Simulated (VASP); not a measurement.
Given:

```
DyN
1.0
    3.81838     0.00000     0.00000
    0.00000     3.81838     0.00000
    0.00000     0.00000     4.81148
Dy N
2 2
Direct
  0.50000   0.00000   0.23680
  0.00000   0.50000   0.76320
  0.00000   0.00000   0.00000
  0.50000   0.50000   0.00000
```

Computed with PBE GGA, VASP's PBE PAW potentials (set 64) (plane waves; VASP 6.6.1). Settings: 520 eV cut-off, 5×5×4 Γ-centred mesh, Gaussian smearing of 0.050 eV, potentials Dy_3 N.

The 4f electrons are frozen in the core of the lanthanide potential, so 4f levels, which can set the real gap, and their magnetism are missing.

Problem. Give the force on each atom (eV/Å).

Solution. 
| atom | Fx | Fy | Fz |
|---|---|---|---|
| Dy1 | 0.000 | 0.000 | -2.009 |
| Dy2 | 0.000 | 0.000 | 2.009 |
| N3 | 0.000 | 0.000 | 0.000 |
| N4 | 0.000 | 0.000 | 0.000 |

Problem. Give the stress tensor in GPa (positive for a compressed cell).

Solution. 
```
16.02   0.00   0.00
 0.00  16.02   0.00
 0.00   0.00  -8.97
```
The pressure is its mean diagonal, 7.69 GPa.

The structure was generated: DyN was put into the litharge type (P4/nmm), which need not be its known phase. The cell was not relaxed at this level. The k-mesh is coarse (spacing up to 0.33 per Å, 2π included), so the numbers may not be converged in it.
